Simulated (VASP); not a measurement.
# Li3ZrN2 (P-4m2) in VASP: settings compared

The runs below take Li3ZrN2 through relaxation of cell and atoms, single point, with PBE, r2SCAN.

Program: VASP 6.6.1. These are calculated values, not measurements. Logs are shortened: lines on timing, memory, paths and dates and some standing lists are left out, and cuts for length are marked.

### Step 1. Starting point

Symmetry: P-4m2, No. 115, tetragonal system. The conventional cell has a = 3.633 Å, b = 3.633 Å, c = 5.184 Å, α = 90.00°, β = 90.00°, γ = 90.00°. Around Li (site symmetry -4m2) lie 4 N at 2.16 Å. Li (site symmetry -4m2) has 4 N at 2.31 Å and 6 Li at 2.57 to 2.59 Å as nearest neighbours. Li (site symmetry -4m2) has 4 N at 2.31 Å and 4 Li at 2.57 Å and 2 Zr at 2.59 Å as nearest neighbours. Zr (site symmetry -4m2) is surrounded by 4 N at 2.16 Å. N (site symmetry 2mm) is surrounded by 6 Li at 2.16 to 2.31 Å and 2 Zr at 2.16 Å.

The cell was built by a generator and needn't be a form met in nature.

### Step 2. Relaxation of cell and atoms, PBE

Input file INCAR:

```
SYSTEM = Li3ZrN2
PREC = Accurate ; ENCUT = 520
EDIFF = 1E-6 ; ISMEAR = 0
SIGMA = 0.1 ; LREAL = .FALSE.
LASPH = .TRUE. ; NELM = 120
ALGO = Normal ; ISIF = 3
LWAVE = .FALSE. ; LCHARG = .FALSE.
GGA = PE ; IBRION = 2
NSW = 90 ; EDIFFG = -0.01
KPAR = 4
```

Input file KPOINTS:

```
regular mesh
0
G
  8 8 6
  0 0 0
```

Input file POSCAR:

```
Li3ZrN2
1.0
    3.6330000000      0.0000000000      0.0000000000
    0.0000000000      3.6330000000      0.0000000000
    0.0000000000      0.0000000000      5.1840000000
Li Zr N
3 1 2
Direct
    0.5000000000      0.5000000000      0.0000000000
    0.5000000000      0.5000000000      0.5000000000
    0.0000000000      0.0000000000      0.5000000000
    0.0000000000      0.0000000000      0.0000000000
    0.0000000000      0.5000000000      0.2251157400
    0.5000000000      0.0000000000      0.7748842600
```

Potentials or basis: VASP PAW PBE potentials, release 64 (Li_sv, Zr_sv, N).

Command:

```sh
cat potpaw_PBE.64/Li_sv/POTCAR potpaw_PBE.64/Zr_sv/POTCAR potpaw_PBE.64/N/POTCAR > POTCAR
mpirun -np 4 vasp_std > vasp.out
```

OUTCAR:

```text
SYSTEM = Li3ZrN2
   PREC = Accurate
   ENCUT = 520
   EDIFF = 1E-6
   ISMEAR = 0
   LREAL = .FALSE.
   LASPH = .TRUE.
   NELM = 120
   ISIF = 3
   GGA = PE
   IBRION = 2
   NSW = 90
   EDIFFG = -0.01

 ion  position               nearest neighbor table
   1  0.500  0.500  0.000-   5 2.16   6 2.16   6 2.16   5 2.16   4 2.57   4 2.57   4 2.57   4 2.57
                             2 2.59   2 2.59
   2  0.500  0.500  0.500-   3 2.57   3 2.57   3 2.57   3 2.57   1 2.59   1 2.59
   3  0.000  0.000  0.500-   2 2.57   2 2.57   2 2.57   2 2.57   4 2.59   4 2.59
   4  0.000  0.000  0.000-   5 2.16   6 2.16   5 2.16   6 2.16   1 2.57   1 2.57   1 2.57   1 2.57
                             3 2.59   3 2.59
   5  0.000  0.500  0.225-   1 2.16   4 2.16   4 2.16   1 2.16
   6  0.500  0.000  0.775-   1 2.16   4 2.16   1 2.16   4 2.16

  LATTYP: Found a simple tetragonal cell.
 ALAT       =     3.6330000000
 C/A-ratio  =     1.4269199009

  Lattice vectors:

 A1 = (   3.6330000000,   0.0000000000,   0.0000000000)
 A2 = (   0.0000000000,   3.6330000000,   0.0000000000)
 A3 = (   0.0000000000,   0.0000000000,   5.1840000000)

Analysis of symmetry for initial positions (statically):
=====================================================================
 Subroutine PRICEL returns:
 Original cell was already a primitive cell.

 Routine SETGRP: Setting up the symmetry group for a
 simple tetragonal supercell.

 Subroutine GETGRP returns: Found  8 space group operations
 (whereof  8 operations were pure point group operations)
 out of a pool of 16 trial point group operations.

The static configuration has the point symmetry D_2d.

Analysis of symmetry for dynamics (positions and initial velocities):
=====================================================================
 Subroutine PRICEL returns:
 Original cell was already a primitive cell.

 Routine SETGRP: Setting up the symmetry group for a
 simple tetragonal supercell.

 Subroutine GETGRP returns: Found  8 space group operations
 (whereof  8 operations were pure point group operations)
 out of a pool of 16 trial point group operations.

The dynamic configuration has the point symmetry D_2d.

 Subroutine INISYM returns: Found  8 space group operations
 (whereof  8 operations are pure point group operations),
 and found     1 'primitive' translations

----------------------------------------------------------------------------------------

                                     Primitive cell

  volume of cell :      68.4220

  direct lattice vectors                    reciprocal lattice vectors
     3.633000000  0.000000000  0.000000000     0.275254611  0.000000000  0.000000000
     0.000000000  3.633000000  0.000000000     0.000000000  0.275254611  0.000000000
     0.000000000  0.000000000  5.184000000     0.000000000  0.000000000  0.192901235

  length of vectors
     3.633000000  3.633000000  5.184000000     0.275254611  0.275254611  0.192901235

  position of ions in fractional coordinates (direct lattice)
     0.500000000  0.500000000  0.000000000
     0.500000000  0.500000000  0.500000000
     0.000000000  0.000000000  0.500000000
     0.000000000  0.000000000  0.000000000
     0.000000000  0.500000000  0.225115740
     0.500000000  0.000000000  0.774884260

  ion indices of the primitive-cell ions
   primitive index   ion index
                 1           1
                 2           2
                 3           3
                 4           4
                 5           5
                 6           6

----------------------------------------------------------------------------------------

 KPOINTS: regular mesh

Automatic generation of k-mesh.
 Grid dimensions read from file:
 generate k-points for:    8    8    6

 Generating k-lattice:

  Cartesian coordinates                     Fractional coordinates (reciprocal lattice)
     0.034406826  0.000000000  0.000000000     0.125000000  0.000000000  0.000000000
     0.000000000  0.034406826  0.000000000     0.000000000  0.125000000  0.000000000
     0.000000000  0.000000000  0.032150206     0.000000000  0.000000000  0.166666667

  Length of vectors
     0.034406826  0.034406826  0.032150206

  Shift w.r.t. Gamma in fractional coordinates (k-lattice)
     0.000000000  0.000000000  0.000000000

 Subroutine IBZKPT returns following result:
 ===========================================

 Found     60 irreducible k-points:

 Following reciprocal coordinates:
            Coordinates               Weight
  0.000000  0.000000  0.000000      1.000000
  0.125000  0.000000  0.000000      4.000000
  0.250000  0.000000  0.000000      4.000000
  0.375000  0.000000  0.000000      4.000000
  0.500000  0.000000  0.000000      2.000000
  0.125000  0.125000  0.000000      4.000000
[... 16 lines left out ...]
  0.375000  0.125000  0.166667     16.000000
  0.500000  0.125000  0.166667      8.000000
 [... further k-points ...]
   k-points           NKPTS =     60   k-points in BZ     NKDIM =     60   number of bands    NBANDS=     19
   number of dos      NEDOS =    301   number of ions     NIONS =      6
   total plane-waves  NPLWV =  31360
   dimension x,y,z NGX =    28 NGY =   28 NGZ =   40
   dimension x,y,z NGXF=    56 NGYF=   56 NGZF=   80
   ions per type =               3   1   2
   NGX,Y,Z   is equivalent  to a cutoff of  12.81, 12.81, 12.83 a.u.
   NGXF,Y,Z  is equivalent  to a cutoff of  25.63, 25.63, 25.66 a.u.
 SYSTEM =  Li3ZrN2
   PREC   = accura    normal or accurate (medium, high low for compatibility)
   ISTART =      0    job   : 0-new  1-cont  2-samecut
   ICHARG =      2    charge: 1-file 2-atom 10-const
   ISPIN  =      1    spin polarized calculation?
   LNONCOLLINEAR =      F non collinear calculations
   LSORBIT =      F    spin-orbit coupling
   LASPH  =      T    aspherical Exc in radial PAW
   ENCUT  =  520.0 eV  38.22 Ry    6.18 a.u.   6.75  6.75  9.64*2*pi/ulx,y,z
   NELM   =    120;   NELMIN=  2; NELMDL= -5     # of ELM steps
   EDIFF  = 0.1E-05   stopping-criterion for ELM
   LREAL  =      F    real-space projection
   EDIFFG = -.1E-01   stopping-criterion for IOM
   NSW    =     90    number of steps for IOM
   IBRION =      2    ionic relax: 0-MD 1-quasi-New 2-CG
   NFREE  =      1    steps in history (QN), initial steepest desc. (CG)
   ISIF   =      3    stress and relaxation
   ISYM   =      2    0-nonsym 1-usesym 2-fastsym
   POTIM  = 0.5000    time-step for ionic-motion
   TEBEG  =    0.0;   TEEND  =   0.0 temperature during run
   PSTRESS=    0.0 pullay stress
   NELECT =      31.0000    total number of electrons
   NUPDOWN=      -1.0000    fix difference up-down
   EMIN   =  10.00;   EMAX   =-10.00  energy-range for DOS
   EFERMI =   0.00;   METHOD = LEGACY
   ISMEAR =     0;   SIGMA  =   0.10  broadening in eV -4-tet -1-fermi 0-gaus
   EFERMI_NEDOS =   21; number of points for ismear=-14 and -15
   IALGO  =     38    algorithm
   IMIX   =      4    mixing-type and parameters
     AMIX     =   0.40;   BMIX     =  1.00
     AMIX_MAG =   1.60;   BMIX_MAG =  1.00
  volume/ion in A,a.u.               =      11.40        76.96
  Fermi-wavevector in a.u.,A,eV,Ry     =   1.257371  2.376087 21.510566  1.580982
  Thomas-Fermi vector in A             =   2.391033
   LORBIT       =      0    0 simple, 1 ext, 2 COOP (PROOUT), +10 PAW based schemes
   GGA     = PE    functional components
   LHFCALC =     F    Hartree Fock is set to
   AEXX    =    0.0000 exact exchange contribution
   IVDW    =     0    specifies the selected vdW correction
   LEPSILON=     F    determine dielectric tensor
   LRPA    =     F    only Hartree local field effects (RPA)
 conjugate gradient relaxation of ions
 non-spin polarized calculation
 Gauss-broadening in eV      SIGMA  =   0.10
  energy-cutoff  :      520.00
  volume of cell :       68.42
 maximum number of plane-waves:      1880
 NGX is ok and might be reduce to    28
   NGX = 13   NGY = 13   NGZ = 19

--------------------------------------- Ionic step        1  -------------------------------------------

 number of electron      30.9999977 magnetization

 Free energy of the ion-electron system (eV)
  ---------------------------------------------------
  ext. energy  EPLUGINS =         0.00000000
  ---------------------------------------------------
  free energy    TOTEN  =       -34.91459317 eV

  energy without entropy =      -34.90483596  energy(sigma->0) =      -34.90971457

------------------------ aborting loop because EDIFF is reached ----------------------------------------

  FORCE on cell =-STRESS in cart. coord.  units (eV):
  Direction    XX          YY          ZZ          XY          YZ          ZX
  --------------------------------------------------------------------------------------
  -------------------------------------------------------------------------------------
  Total       -0.3453070     -0.3453070      0.2816387      0.0000000      0.0000000      0.0000000
  in kB       -8.0857476     -8.0857476      6.5948831      0.0000000      0.0000000      0.0000000
  external PRESSURE =      -3.1922040 kB  Pullay stress =       0.0000000 kB
[... 145 lines left out ...]
  energy  without entropy=      -34.9063878655  energy(sigma->0) =      -34.91124027

--------------------------------------- Ionic step        5  -------------------------------------------

 number of electron      30.9999979 magnetization

 Free energy of the ion-electron system (eV)
  ---------------------------------------------------
  ext. energy  EPLUGINS =         0.00000000
  ---------------------------------------------------
  free energy    TOTEN  =       -34.91617540 eV

  energy without entropy =      -34.90642080  energy(sigma->0) =      -34.91129810

 E-fermi :   6.6673     XC(G=0): -10.0948

 val. band max:        6.6592431731   @ k =   0.2500   0.2500   0.1667
 cond. band min:       6.6804390198   @ k =   0.3750   0.2500   0.3333
 fundamental gap:      0.0211958467
 Fermi energy:         6.6672829780

 k-point     1 :       0.0000    0.0000    0.0000
  band No.  band energies     occupation
      1     -42.9577      2.00000
      2     -40.7112      2.00000
      3     -40.4117      2.00000
      4     -40.1288      2.00000
      5     -21.2081      2.00000
      6     -21.0605      2.00000
[... 11 lines left out ...]
     18       7.9888      0.00000
     19       8.4554      0.00000
[... 489 lines left out ...]
      3     -40.4156      2.00000
      4     -40.1378      2.00000
      5     -21.3373      2.00000
      6     -21.1585      2.00000
[... 11 lines left out ...]
     18       7.9396      0.00000
     19       8.8166      0.00000

 [... further k-points ...]
[... 5 lines left out ...]
  --------------------------------------------------------------------------------------
  -------------------------------------------------------------------------------------
  Total       -0.0129059     -0.0129059     -0.0531808      0.0000000      0.0000000      0.0000000
  in kB       -0.3030595     -0.3030595     -1.2488083      0.0000000      0.0000000      0.0000000
  external PRESSURE =      -0.6183091 kB  Pullay stress =       0.0000000 kB
[... 21 lines left out ...]
  FREE ENERGIE OF THE ION-ELECTRON SYSTEM (eV)
  ---------------------------------------------------
  free  energy   TOTEN  =       -34.9161754010 eV

  energy  without entropy=      -34.9064207975  energy(sigma->0) =      -34.91129810

 reached required accuracy - stopping structural energy minimisation
```

It took 44 s on 4 MPI ranks of Intel Xeon Platinum 8375C at 2.90GHz (Ice Lake), shared host; peak memory 0.23 GiB.

These settings aren't checked as converged: the numbers below hold their error.

Results:

| Quantity | Value |
| --- | --- |
| Free energy | -34.9162 eV |
| Relaxed volume | 11.37 Å³/atom |
| Relaxed cell | a = 3.622 Å, b = 3.622 Å, c = 5.202 Å, α = 90.00°, β = 90.00°, γ = 90.00° |
| Space group after relaxing (to 0.05 Å) | P-4m2 (No. 115) |
| Energy gained by relaxing | 0.3 meV/atom |
| Ionic steps | 5 |
| Band gap on the k mesh | none (metal or under the smearing width) |

Caveat: the cutoff is under 1.25 times the usual one of these potentials, so pressure, stress and relaxed cells hold a basis-set (Pulay) error.

[end of part 1 of 2]
